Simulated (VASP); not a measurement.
Runs of VASP 6.6.1 on BAs. The structure is cubic, space group F-43m (No. 216). The conventional cell has a = 4.809 Å, b = 4.809 Å, c = 4.809 Å, α = 90.00°, β = 90.00°, γ = 90.00°. Around B (site symmetry -43m) lie 4 As at 2.08 Å. Around As (site symmetry -43m) lie 4 B at 2.08 Å. 

| task | cell | gap on the mesh (eV) | pressure (GPa) |
| --- | --- | --- | --- |
| single point | a relaxed cell with its volume scaled by 1.06 | (b) | -3.8 |
| single point | a relaxed cell with its volume scaled by 0.97 | 1.17 | 4.0 |
| single point | a relaxed cell with its volume scaled by 1.09 | 1.32 | -6.6 |
| single point | a relaxed cell with its volume scaled by 1.03 | 1.27 | -0.5 |
| relaxation of cell and atoms | relaxed | (a) | 0.0 |

Alike in all rows: level PBE; potentials or basis VASP PAW PBE potentials, release 64 (B, As); no spin polarisation; k mesh 12 × 12 × 12; cutoff (eV) 520; smearing gaussian 0.02 eV.

Problem. Fill in the values left out.

Solution. (a) 1.21; (b) 1.30.

A k mesh can miss the band edges, and the runs leave out spin-orbit coupling on As.
